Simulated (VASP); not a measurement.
# Shielding tensors and field gradients of SiC2N4, part 2 of 3

Wanted: the shieldings and field gradients at the nuclei of SiC2N4. The cell has space group Pn-3m. The start is a cell from a database of measured crystal structures.

VASP 6.6.1, plane waves and PAW; the level of theory is named at each step.

So far. Step 2 (Ground state): The cell has a gap of 3.98 eV on this mesh and a pressure of +40.9 GPa, which holds the misfit of the given cell and coordinates with this functional, and any error of cutoff, mesh and data sets. Forces of up to 9.3 eV/Å remain in these settings, so the given coordinates are far from this level's minimum.

### Step 3. Shielding tensors

This step: chemical shifts by linear response (GIPAW), LDA; plane waves and PAW (Si, N, C) (VASP 6.6.1).

LCHIMAG computes the induced currents by linear response. It needs tightly converged orbitals and a cutoff well above the default; LEFG adds the field gradients at no cost.

INCAR reads:

```
SYSTEM = SiC2N4
PREC = Accurate
ENCUT = 520
EDIFF = 1E-08
NELM = 100
ISMEAR = 0
SIGMA = 0.01
LREAL = Auto
ALGO = Normal
GGA = CA
NBANDS = 46
LWAVE = .FALSE.
LCHARG = .FALSE.
KPAR = 4
LCHIMAG = .TRUE.
LEFG = .TRUE.
DQ = 0.001
ICHIBARE = 1
LNMR_SYM_RED = .TRUE.
```

POSCAR reads:

```
SiC2N4
1.0
    6.1885000000      0.0000000000      0.0000000000
    0.0000000000      6.1885000000      0.0000000000
    0.0000000000      0.0000000000      6.1885000000
Si N C
2 8 4
Direct
    0.5000000000      0.5000000000      0.5000000000
    0.0000000000      0.0000000000      0.0000000000
    0.3530000000      0.3530000000      0.6470000000
    0.1470000000      0.8530000000      0.1470000000
    0.6470000000      0.6470000000      0.6470000000
    0.8530000000      0.1470000000      0.1470000000
    0.3530000000      0.6470000000      0.3530000000
    0.1470000000      0.1470000000      0.8530000000
    0.6470000000      0.3530000000      0.3530000000
    0.8530000000      0.8530000000      0.8530000000
    0.2500000000      0.7500000000      0.2500000000
    0.2500000000      0.2500000000      0.7500000000
    0.7500000000      0.2500000000      0.2500000000
    0.7500000000      0.7500000000      0.7500000000
```

KPOINTS reads:

```
Automatic mesh
0
Gamma
4 4 4
0 0 0
```

Potentials, in the order of the species: Si, N and C (LDA family, release 64).

Started as:

```bash
$ mpirun -np 4 vasp_std
```

Output:

```text
[banner, memory and clock lines left out]
running    4 mpi-ranks, on    1 nodes
 distrk:  each k-point on    1 cores,    4 groups
 distr:  one band on    1 cores,    1 groups

 POSCAR found type information on POSCAR SiN C
 POSCAR found :  3 types and      14 ions
 LDA part: xc-table for (Slater(with rela. corr.)+CA(PZ))
 , standard interpolation
 POSCAR, INCAR and KPOINTS ok, starting setup
 FFT: planning ... GRIDC
 FFT: planning ... GRID_SOFT
 FFT: planning ... GRID
 WAVECAR not read
 entering main loop
       N       E                     dE             d eps       ncg     rms          rms(c)
DAV:   1     0.427908548017E+03    0.42791E+03   -0.30870E+04   928   0.121E+03
DAV:   2    -0.102802418542E+03   -0.53071E+03   -0.51220E+03  1250   0.298E+02
DAV:   3    -0.145522058160E+03   -0.42720E+02   -0.42431E+02  1128   0.900E+01
DAV:   4    -0.146150663853E+03   -0.62861E+00   -0.62733E+00  1100   0.121E+01
DAV:   5    -0.146165511061E+03   -0.14847E-01   -0.14845E-01  1100   0.173E+00    0.333E+01
DAV:   6    -0.123754501885E+03    0.22411E+02   -0.52516E+01   968   0.306E+01    0.168E+01
DAV:   7    -0.121132969853E+03    0.26215E+01   -0.70401E+00  1056   0.111E+01    0.760E+00
DAV:   8    -0.120832225093E+03    0.30074E+00   -0.98006E-01  1090   0.416E+00    0.153E+00
DAV:   9    -0.120828305649E+03    0.39194E-02   -0.43869E-02  1082   0.991E-01    0.617E-01
DAV:  10    -0.120833660238E+03   -0.53546E-02   -0.70746E-03   986   0.433E-01    0.141E-01
DAV:  11    -0.120834472628E+03   -0.81239E-03   -0.26767E-03  1012   0.199E-01    0.595E-02
DAV:  12    -0.120834591638E+03   -0.11901E-03   -0.90495E-05  1066   0.451E-02    0.327E-02
DAV:  13    -0.120834594560E+03   -0.29220E-05   -0.81636E-05  1062   0.369E-02    0.140E-02
DAV:  14    -0.120834594651E+03   -0.90815E-07   -0.37091E-06  1090   0.852E-03    0.862E-03
DAV:  15    -0.120834596210E+03   -0.15593E-05   -0.13153E-06   998   0.457E-03    0.380E-03
DAV:  16    -0.120834596084E+03    0.12637E-06   -0.57949E-07  1114   0.278E-03    0.125E-03
DAV:  17    -0.120834596075E+03    0.83073E-08   -0.19758E-08   954   0.638E-04
ion   1
     0.0000000     0.0000000     0.0000000    -0.0000000    -0.0000000     0.0000000
     0.0000353     0.0000000     0.0000000    -0.0000000    -0.0000000     0.0000000
     0.0000487     0.0000000     0.0000000    -0.0000000    -0.0000000     0.0000000
     0.0000670     0.0000000     0.0000000    -0.0000000    -0.0000000     0.0000000
     0.0000923     0.0000000     0.0000000    -0.0000000    -0.0000000     0.0000000

     0.0000000     0.0000000     0.0000000    -0.0000000    -0.0000000     0.0000000
     0.0000353     0.0000000     0.0000000    -0.0000000    -0.0000000     0.0000000
     0.0000487     0.0000000     0.0000000    -0.0000000    -0.0000000     0.0000000
     0.0000670     0.0000000     0.0000000    -0.0000000    -0.0000000     0.0000000
     0.0000923     0.0000000     0.0000000    -0.0000000    -0.0000000     0.0000000

ion   2
     0.0000000     0.0000000     0.0000000     0.0000000    -0.0000000     0.0000000
     0.0000353     0.0000000     0.0000000     0.0000000    -0.0000000     0.0000000
     0.0000487     0.0000000     0.0000000     0.0000000    -0.0000000     0.0000000
     0.0000670     0.0000000     0.0000000     0.0000000    -0.0000000     0.0000000
     0.0000923     0.0000000     0.0000000     0.0000000    -0.0000000     0.0000000

     0.0000000     0.0000000     0.0000000     0.0000000    -0.0000000     0.0000000
     0.0000353     0.0000000     0.0000000     0.0000000    -0.0000000     0.0000000
     0.0000487     0.0000000     0.0000000     0.0000000    -0.0000000     0.0000000
     0.0000670     0.0000000     0.0000000     0.0000000    -0.0000000     0.0000000
     0.0000923     0.0000000     0.0000000     0.0000000    -0.0000000     0.0000000

ion   3
     0.0000000     9.8168278    -9.8168278    -0.0000000    -9.8168278    -0.0000000
     0.0000281     9.8168278    -9.8168278    -0.0000000    -9.8168278    -0.0000000
     0.0000381     9.8168277    -9.8168277    -0.0000000    -9.8168277    -0.0000000
     0.0000517     9.8168277    -9.8168277    -0.0000000    -9.8168277    -0.0000000
     0.0000701     9.8168276    -9.8168276    -0.0000000    -9.8168276    -0.0000000

     0.0000000    14.8366328   -14.8366328    -0.0000000   -14.8366328    -0.0000000
     0.0000281    14.8366315   -14.8366315    -0.0000000   -14.8366315    -0.0000000
     0.0000381    14.8366307   -14.8366307    -0.0000000   -14.8366307    -0.0000000
     0.0000517    14.8366293   -14.8366293    -0.0000000   -14.8366293    -0.0000000
     0.0000701    14.8366271   -14.8366271    -0.0000000   -14.8366271    -0.0000000

ion   4
     0.0000000    -9.8168278    -9.8168278     0.0000000     9.8168278    -0.0000000
     0.0000281    -9.8168278    -9.8168278     0.0000000     9.8168278    -0.0000000
     0.0000381    -9.8168277    -9.8168277     0.0000000     9.8168277    -0.0000000
     0.0000517    -9.8168277    -9.8168277     0.0000000     9.8168277    -0.0000000
     0.0000701    -9.8168276    -9.8168276     0.0000000     9.8168276    -0.0000000

     0.0000000   -14.8366328   -14.8366328     0.0000000    14.8366328    -0.0000000
     0.0000281   -14.8366315   -14.8366315     0.0000000    14.8366315    -0.0000000
     0.0000381   -14.8366307   -14.8366307     0.0000000    14.8366307    -0.0000000
     0.0000517   -14.8366293   -14.8366293     0.0000000    14.8366293    -0.0000000
     0.0000701   -14.8366271   -14.8366271     0.0000000    14.8366271    -0.0000000

ion   5
     0.0000000     9.8168278     9.8168278     0.0000000     9.8168278    -0.0000000
     0.0000281     9.8168278     9.8168278     0.0000000     9.8168278    -0.0000000
     0.0000381     9.8168277     9.8168277     0.0000000     9.8168277    -0.0000000
     0.0000517     9.8168277     9.8168277     0.0000000     9.8168277    -0.0000000
     0.0000701     9.8168276     9.8168276     0.0000000     9.8168276    -0.0000000

     0.0000000    14.8366328    14.8366328     0.0000000    14.8366328    -0.0000000
     0.0000281    14.8366315    14.8366315     0.0000000    14.8366315    -0.0000000
     0.0000381    14.8366307    14.8366307     0.0000000    14.8366307    -0.0000000
     0.0000517    14.8366293    14.8366293     0.0000000    14.8366293    -0.0000000
     0.0000701    14.8366271    14.8366271     0.0000000    14.8366271    -0.0000000

ion   6
     0.0000000    -9.8168278     9.8168278     0.0000000    -9.8168278    -0.0000000
     0.0000281    -9.8168278     9.8168278     0.0000000    -9.8168278    -0.0000000
     0.0000381    -9.8168277     9.8168277     0.0000000    -9.8168277    -0.0000000
[...]
RLQ:   7    -0.150278849339E+01   -0.29980E-07   -0.58447E-08  1213   0.464E-04
RLQ:   8    -0.150278849621E+01   -0.28254E-08   -0.73305E-09   870   0.220E-04
BDIR= 3  IDIR= 1  IQ= -1
DAV:   1    -0.117483310501E+04   -0.11748E+04   -0.62677E-02  1004   0.977E-01
DAV:   2    -0.117483334576E+04   -0.24075E-03   -0.24075E-03  1060   0.218E-01
DAV:   3    -0.117483334950E+04   -0.37350E-05   -0.37349E-05  1134   0.262E-02
DAV:   4    -0.117483334958E+04   -0.85573E-07   -0.85865E-07  1128   0.372E-03
DAV:   5    -0.117483334959E+04   -0.29941E-08   -0.26802E-08   964   0.618E-04
       N       E                     dE             d eps       ncg     rms
RMM:   1    -0.222548727891E+03   -0.22255E+03   -0.35016E+02  1722   0.569E+01
RMM:   2    -0.228943395159E+03   -0.63947E+01   -0.14260E+01  1803   0.988E+00
RMM:   3    -0.229304284006E+03   -0.36089E+00   -0.68920E-01  1809   0.176E+00
RMM:   4    -0.229320331488E+03   -0.16047E-01   -0.40277E-02  1802   0.407E-01
RMM:   5    -0.229321873208E+03   -0.15417E-02   -0.26150E-03  1820   0.990E-02
RMM:   6    -0.229321971305E+03   -0.98097E-04   -0.30070E-04  1818   0.254E-02
RMM:   7    -0.229321980749E+03   -0.94439E-05   -0.12602E-05  1718   0.575E-03
RMM:   8    -0.229321981455E+03   -0.70587E-06   -0.26276E-06  1562   0.159E-03
RMM:   9    -0.229321981482E+03   -0.27307E-07   -0.21401E-08  1113   0.335E-04
RMM:  10    -0.229321981483E+03   -0.10546E-08   -0.29256E-09   884   0.190E-04
BDIR= 3  IDIR= 1  IQ=  0
DAV:   1    -0.117483610205E+04   -0.11748E+04   -0.18377E-09   628   0.223E-04
DAV:   2    -0.117483610205E+04    0.10687E-10   -0.23017E-10   610   0.791E-05
       N       E                     dE             d eps       ncg     rms
RMM:   1    -0.222546962521E+03   -0.22255E+03   -0.35014E+02  1724   0.569E+01
RMM:   2    -0.228940091343E+03   -0.63931E+01   -0.14251E+01  1803   0.988E+00
RMM:   3    -0.229300443316E+03   -0.36035E+00   -0.68825E-01  1806   0.176E+00
RMM:   4    -0.229316452444E+03   -0.16009E-01   -0.40168E-02  1795   0.406E-01
RMM:   5    -0.229317990123E+03   -0.15377E-02   -0.26047E-03  1808   0.989E-02
RMM:   6    -0.229318088251E+03   -0.98129E-04   -0.30078E-04  1799   0.255E-02
RMM:   7    -0.229318097728E+03   -0.94765E-05   -0.12654E-05  1694   0.579E-03
RMM:   8    -0.229318098439E+03   -0.71092E-06   -0.26441E-06  1545   0.161E-03
RMM:   9    -0.229318098466E+03   -0.27369E-07   -0.21143E-08  1103   0.334E-04
RMM:  10    -0.229318098467E+03   -0.10294E-08   -0.27760E-09   871   0.189E-04
BDIR= 3  IDIR= 1  IQ=  1
DAV:   1    -0.117483861365E+04   -0.11748E+04   -0.62675E-02  1004   0.977E-01
DAV:   2    -0.117483885429E+04   -0.24063E-03   -0.24063E-03  1060   0.218E-01
DAV:   3    -0.117483885802E+04   -0.37363E-05   -0.37361E-05  1136   0.262E-02
DAV:   4    -0.117483885811E+04   -0.80456E-07   -0.80505E-07  1120   0.361E-03
DAV:   5    -0.117483885811E+04   -0.22208E-08   -0.23956E-08   956   0.595E-04
       N       E                     dE             d eps       ncg     rms
RMM:   1    -0.222543415224E+03   -0.22254E+03   -0.35011E+02  1725   0.569E+01
RMM:   2    -0.228934830490E+03   -0.63914E+01   -0.14244E+01  1803   0.988E+00
RMM:   3    -0.229294669858E+03   -0.35984E+00   -0.68732E-01  1809   0.176E+00
RMM:   4    -0.229310643102E+03   -0.15973E-01   -0.40068E-02  1802   0.406E-01
RMM:   5    -0.229312178113E+03   -0.15350E-02   -0.25996E-03  1819   0.988E-02
RMM:   6    -0.229312276090E+03   -0.97976E-04   -0.29992E-04  1817   0.254E-02
RMM:   7    -0.229312285633E+03   -0.95428E-05   -0.13003E-05  1717   0.581E-03
RMM:   8    -0.229312286350E+03   -0.71719E-06   -0.26432E-06  1565   0.161E-03
RMM:   9    -0.229312286377E+03   -0.27458E-07   -0.21743E-08  1115   0.334E-04
RMM:  10    -0.229312286378E+03   -0.10491E-08   -0.29226E-09   883   0.190E-04
BDIR= 3  IDIR= 2  IQ= -1
DAV:   1    -0.117483774972E+04   -0.11748E+04   -0.62834E-02  1014   0.977E-01
DAV:   2    -0.117483799260E+04   -0.24288E-03   -0.24288E-03  1058   0.218E-01
DAV:   3    -0.117483799654E+04   -0.39351E-05   -0.39351E-05  1174   0.265E-02
DAV:   4    -0.117483799662E+04   -0.82899E-07   -0.83018E-07  1114   0.366E-03
DAV:   5    -0.117483799662E+04   -0.23581E-08   -0.25824E-08   960   0.604E-04
       N       E                     dE             d eps       ncg     rms
RMM:   1    -0.221213321954E+03   -0.22121E+03   -0.34009E+02  1739   0.568E+01
RMM:   2    -0.227558857874E+03   -0.63455E+01   -0.14628E+01  1804   0.982E+00
RMM:   3    -0.227895049838E+03   -0.33619E+00   -0.59769E-01  1813   0.173E+00
RMM:   4    -0.227909836692E+03   -0.14787E-01   -0.39571E-02  1810   0.402E-01
RMM:   5    -0.227911104228E+03   -0.12675E-02   -0.20580E-03  1826   0.923E-02
RMM:   6    -0.227911187219E+03   -0.82991E-04   -0.29138E-04  1818   0.235E-02
RMM:   7    -0.227911191862E+03   -0.46423E-05   -0.54994E-06  1721   0.478E-03
RMM:   8    -0.227911192060E+03   -0.19853E-06   -0.49932E-07  1563   0.125E-03
RMM:   9    -0.227911192082E+03   -0.21633E-07   -0.35358E-08  1128   0.362E-04
RMM:  10    -0.227911192083E+03   -0.16093E-08   -0.43125E-09   894   0.197E-04
BDIR= 3  IDIR= 2  IQ=  0
DAV:   1    -0.117483610205E+04   -0.11748E+04   -0.18386E-09   628   0.223E-04
DAV:   2    -0.117483610205E+04   -0.94360E-10   -0.21057E-10   610   0.791E-05
       N       E                     dE             d eps       ncg     rms
RMM:   1    -0.221244664209E+03   -0.22124E+03   -0.34032E+02  1739   0.568E+01
RMM:   2    -0.227594701862E+03   -0.63500E+01   -0.14633E+01  1804   0.982E+00
RMM:   3    -0.227930623689E+03   -0.33592E+00   -0.59808E-01  1806   0.173E+00
RMM:   4    -0.227945391622E+03   -0.14768E-01   -0.39526E-02  1799   0.402E-01
RMM:   5    -0.227946654583E+03   -0.12630E-02   -0.20497E-03  1803   0.919E-02
RMM:   6    -0.227946737576E+03   -0.82992E-04   -0.29193E-04  1799   0.234E-02
RMM:   7    -0.227946742225E+03   -0.46493E-05   -0.54663E-06  1692   0.478E-03
RMM:   8    -0.227946742423E+03   -0.19781E-06   -0.49671E-07  1544   0.125E-03
RMM:   9    -0.227946742444E+03   -0.21419E-07   -0.34793E-08  1103   0.360E-04
RMM:  10    -0.227946742446E+03   -0.15577E-08   -0.39957E-09   880   0.196E-04
BDIR= 3  IDIR= 2  IQ=  1
DAV:   1    -0.117483407068E+04   -0.11748E+04   -0.62832E-02  1014   0.977E-01
DAV:   2    -0.117483431335E+04   -0.24268E-03   -0.24268E-03  1070   0.218E-01
DAV:   3    -0.117483431726E+04   -0.39120E-05   -0.39119E-05  1166   0.265E-02
DAV:   4    -0.117483431736E+04   -0.96336E-07   -0.96308E-07  1112   0.389E-03
DAV:   5    -0.117483431736E+04   -0.32612E-08   -0.33594E-08   984   0.661E-04
       N       E                     dE             d eps       ncg     rms
RMM:   1    -0.221284260478E+03   -0.22128E+03   -0.34063E+02  1740   0.568E+01
RMM:   2    -0.227628840302E+03   -0.63446E+01   -0.14616E+01  1804   0.977E+00
RMM:   3    -0.227964410882E+03   -0.33557E+00   -0.59839E-01  1813   0.172E+00
RMM:   4    -0.227979358914E+03   -0.14948E-01   -0.41480E-02  1811   0.401E-01
RMM:   5    -0.227980440538E+03   -0.10816E-02   -0.18116E-03  1825   0.884E-02
RMM:   6    -0.227980502481E+03   -0.61943E-04   -0.19908E-04  1816   0.219E-02
RMM:   7    -0.227980506308E+03   -0.38269E-05   -0.49271E-06  1718   0.469E-03
RMM:   8    -0.227980506504E+03   -0.19554E-06   -0.49774E-07  1566   0.125E-03
RMM:   9    -0.227980506525E+03   -0.21392E-07   -0.34562E-08  1131   0.358E-04
RMM:  10    -0.227980506527E+03   -0.15955E-08   -0.43085E-09   894   0.196E-04
       N       E                     dE             d eps       ncg     rms
RLQ:   1    -0.147902724953E+01   -0.14790E+01   -0.22343E+00  1516   0.495E+00
RLQ:   2    -0.150206294027E+01   -0.23036E-01   -0.62960E-02  1781   0.816E-01
RLQ:   3    -0.150361989743E+01   -0.15570E-02   -0.22610E-03  1755   0.135E-01
RLQ:   4    -0.150370631939E+01   -0.86422E-04   -0.22939E-04  1778   0.317E-02
RLQ:   5    -0.150371107225E+01   -0.47529E-05   -0.73357E-06  1746   0.649E-03
RLQ:   6    -0.150371135173E+01   -0.27947E-06   -0.80790E-07  1557   0.170E-03
RLQ:   7    -0.150371137474E+01   -0.23013E-07   -0.42411E-08  1163   0.416E-04
RLQ:   8    -0.150371137686E+01   -0.21196E-08   -0.56236E-09   799   0.204E-04
```

Wall time 23 min (4 MPI ranks of AMD EPYC 7R43, shared host); peak memory 2.3 GiB.

(Continued in part 3 of 3.)

[Lines on the potential files, build, host, timing and source positions are cut from VASP's logs without a mark.]

[Logs are printed without paths, hosts, clocks, repeated set-up lines and the standing remarks that a program may print on its own settings, such as how far it seeks lower states.]

[Hosts, paths, dates, database ids (printed as entryN), source tags and the programs' standing remarks are cut or masked in the printed files.]
